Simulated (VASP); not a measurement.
The input files of a VASP run:

INCAR:
```
SYSTEM = CoSi2
PREC = Accurate
ENCUT = 400
EDIFF = 1E-6
NELM = 60
ALGO = Normal
LREAL = .FALSE.
LASPH = .TRUE.
ISMEAR = 1
SIGMA = 0.1
GGA = PE
LMAXMIX = 4
LWAVE = .FALSE.
LCHARG = .FALSE.
ISIF = 2
IMIX = 1
AMIX = 1.5
BMIX = 0.0001
```

**POSCAR**
```
CoSi2
1
    0.0000000000     2.6800000000     2.6800000000
    2.6800000000     0.0000000000     2.6800000000
    2.6800000000     2.6800000000     0.0000000000
Co Si
1 2
Direct
  0.0000000000   0.0000000000   0.0000000000
  0.2500000000   0.2500000000   0.2500000000
  0.7500000000   0.7500000000   0.7500000000
```

File KPOINTS:
```
Automatic mesh
0
Gamma
8 8 8
0 0 0
```

POTCAR, in this order: Co Si (PBE.64 set). Program: vasp_std.

Problem. What happens when VASP runs on this input?

Solution. There is a fault: simple mixing (IMIX = 1) with AMIX above 1 overshoots. The run did not converge; its last values are not results. Against the sound run, the energy per atom (σ→0) decreases by 2937.145 eV/atom; the pressure goes up by 9665.59 GPa.

**standard output**
```
...
DAV:  21    -0.101188040511E+05   -0.12785E+04   -0.86488E+04   984   0.179E+03    0.203E+03
DAV:  22    -0.890774308183E+04    0.12111E+04   -0.62696E+04  1208   0.769E+02    0.202E+03
DAV:  23    -0.100651077465E+05   -0.11574E+04   -0.85373E+04  1000   0.172E+03    0.202E+03
DAV:  24    -0.888730781829E+04    0.11778E+04   -0.62848E+04  1200   0.741E+02    0.202E+03
DAV:  25    -0.100870471971E+05   -0.11997E+04   -0.85681E+04   976   0.176E+03    0.202E+03
DAV:  26    -0.889748425714E+04    0.11896E+04   -0.63735E+04  1240   0.779E+02    0.202E+03
DAV:  27    -0.101298694051E+05   -0.12324E+04   -0.86104E+04   992   0.175E+03    0.202E+03
DAV:  28    -0.890812610728E+04    0.12217E+04   -0.62279E+04  1208   0.789E+02    0.202E+03
DAV:  29    -0.101055440454E+05   -0.11974E+04   -0.85697E+04   992   0.175E+03    0.202E+03
DAV:  30    -0.892074964719E+04    0.11848E+04   -0.62254E+04  1216   0.763E+02    0.202E+03
DAV:  31    -0.101361385839E+05   -0.12154E+04   -0.85751E+04   976   0.175E+03    0.201E+03
DAV:  32    -0.892460628976E+04    0.12115E+04   -0.63888E+04  1236   0.774E+02    0.203E+03
DAV:  33    -0.101538809031E+05   -0.12293E+04   -0.86278E+04   976   0.177E+03    0.205E+03
DAV:  34    -0.892215453784E+04    0.12317E+04   -0.61308E+04  1208   0.794E+02    0.203E+03
DAV:  35    -0.101147647551E+05   -0.11926E+04   -0.85929E+04  1000   0.174E+03    0.202E+03
DAV:  36    -0.889163881522E+04    0.12231E+04   -0.63189E+04  1248   0.782E+02    0.202E+03
DAV:  37    -0.100319750022E+05   -0.11403E+04   -0.84881E+04   976   0.176E+03    0.202E+03
DAV:  38    -0.891457561222E+04    0.11174E+04   -0.61835E+04  1192   0.771E+02    0.202E+03
DAV:  39    -0.102208155300E+05   -0.13062E+04   -0.87140E+04  1008   0.174E+03    0.203E+03
DAV:  40    -0.893475867237E+04    0.12861E+04   -0.63397E+04  1224   0.749E+02    0.202E+03
DAV:  41    -0.100091558008E+05   -0.10744E+04   -0.84231E+04   968   0.174E+03    0.202E+03
DAV:  42    -0.882376285861E+04    0.11854E+04   -0.62026E+04  1200   0.781E+02    0.202E+03
DAV:  43    -0.100161889705E+05   -0.11924E+04   -0.84806E+04   984   0.173E+03    0.202E+03
DAV:  44    -0.884590874886E+04    0.11703E+04   -0.61831E+04  1196   0.802E+02    0.201E+03
DAV:  45    -0.100388303586E+05   -0.11929E+04   -0.85046E+04   976   0.175E+03    0.201E+03
DAV:  46    -0.888198675044E+04    0.11568E+04   -0.61915E+04  1184   0.792E+02    0.201E+03
DAV:  47    -0.101542762563E+05   -0.12723E+04   -0.86724E+04  1000   0.178E+03    0.201E+03
DAV:  48    -0.891748256151E+04    0.12368E+04   -0.62018E+04  1184   0.761E+02    0.199E+03
DAV:  49    -0.100321773118E+05   -0.11147E+04   -0.84845E+04  1000   0.174E+03    0.198E+03
DAV:  50    -0.885275427907E+04    0.11794E+04   -0.62524E+04  1208   0.751E+02    0.201E+03
DAV:  51    -0.100125619229E+05   -0.11598E+04   -0.84987E+04  1000   0.173E+03    0.202E+03
DAV:  52    -0.884479711182E+04    0.11678E+04   -0.61350E+04  1192   0.754E+02    0.202E+03
DAV:  53    -0.100367387975E+05   -0.11919E+04   -0.85211E+04  1008   0.174E+03    0.201E+03
DAV:  54    -0.887456682972E+04    0.11622E+04   -0.63005E+04  1216   0.753E+02    0.203E+03
DAV:  55    -0.100518783321E+05   -0.11773E+04   -0.85151E+04   968   0.177E+03    0.204E+03
DAV:  56    -0.887447882648E+04    0.11774E+04   -0.61880E+04  1200   0.770E+02    0.201E+03
DAV:  57    -0.101454431893E+05   -0.12710E+04   -0.86232E+04  1016   0.176E+03    0.200E+03
DAV:  58    -0.891385992348E+04    0.12316E+04   -0.62947E+04  1216   0.763E+02    0.201E+03
DAV:  59    -0.100535413772E+05   -0.11397E+04   -0.85238E+04  1000   0.175E+03    0.201E+03
DAV:  60    -0.883072778738E+04    0.12228E+04   -0.61936E+04  1208   0.788E+02

 -----------------------------------------------------------------------------
|                                                                             |
|           W    W    AA    RRRRR   N    N  II  N    N   GGGG   !!!           |
|           W    W   A  A   R    R  NN   N  II  NN   N  G    G  !!!           |
|           W    W  A    A  R    R  N N  N  II  N N  N  G       !!!           |
|           W WW W  AAAAAA  RRRRR   N  N N  II  N  N N  G  GGG   !            |
|           WW  WW  A    A  R   R   N   NN  II  N   NN  G    G                |
|           W    W  A    A  R    R  N    N  II  N    N   GGGG   !!!           |
|                                                                             |
|     The electronic self-consistency was not achieved in the given           |
|     number of steps (NELM). The forces and other quantities evaluated       |
|     might not be reliable so examine the results carefully. If you find     |
|     spurious results, we suggest increasing NELM, if you were close to      |
|     convergence or switching to a different ALGO or adjusting the           |
|     density mixing parameters otherwise.                                    |
|                                                                             |
 -----------------------------------------------------------------------------

   1 F= -.88307278E+04 E0= -.88307278E+04  d E =-.578223E-05
```

OUTCAR:
```
------------------------ aborting loop EDIFF was not reached (unconverged)  ----------------------------
  FORCE on cell =-STRESS in cart. coord.  units (eV):
  Direction    XX          YY          ZZ          XY          YZ          ZX
  --------------------------------------------------------------------------------------
  Total     2322.3947484   2322.3947484   2322.3947484     -0.0000000     -0.0000000      0.0000000
  in kB    96652.3116088  96652.3116088  96652.3116088     -0.0000000     -0.0000000      0.0000000
  external PRESSURE =   96652.3116088 kB  Pullay stress =       0.0000000 kB
  volume of cell :       38.50
      direct lattice vectors                 reciprocal lattice vectors
     0.000000000  2.680000000  2.680000000    -0.186567164  0.186567164  0.186567164
     2.680000000  0.000000000  2.680000000     0.186567164 -0.186567164  0.186567164
     2.680000000  2.680000000  0.000000000     0.186567164  0.186567164 -0.186567164
 POSITION                                       TOTAL-FORCE (eV/Angst)
 -----------------------------------------------------------------------------------
      0.00000      0.00000      0.00000        -0.000000     -0.000000      0.000000
      1.34000      1.34000      1.34000         0.000000     -0.000000      0.000000
      4.02000      4.02000      4.02000        -0.000000      0.000000     -0.000000
 -----------------------------------------------------------------------------------
    total drift:                               -0.000000     -0.000000      0.000000
  FREE ENERGIE OF THE ION-ELECTRON SYSTEM (eV)
  ---------------------------------------------------
  free  energy   TOTEN  =     -8830.7277873784 eV

  energy  without entropy=    -8830.7277815962  energy(sigma->0) =    -8830.72778545
```
(Selected blocks of OUTCAR.)

To mend it, remove IMIX, remove AMIX, remove BMIX.

The mended run (PBE GGA, plane waves, VASP's PBE PAW potentials (set 64)) converges, and its OSZICAR ends with
```
   1 F= -.19293915E+02 E0= -.19293872E+02  d E =-.129332E-03
```

The compound is CoSi2 in the fluorite structure. The cell was not relaxed at this level. The run is not spin-polarised, so no magnetic state was tried. The electron count is odd and the run is not spin-polarised, which forces a metal.
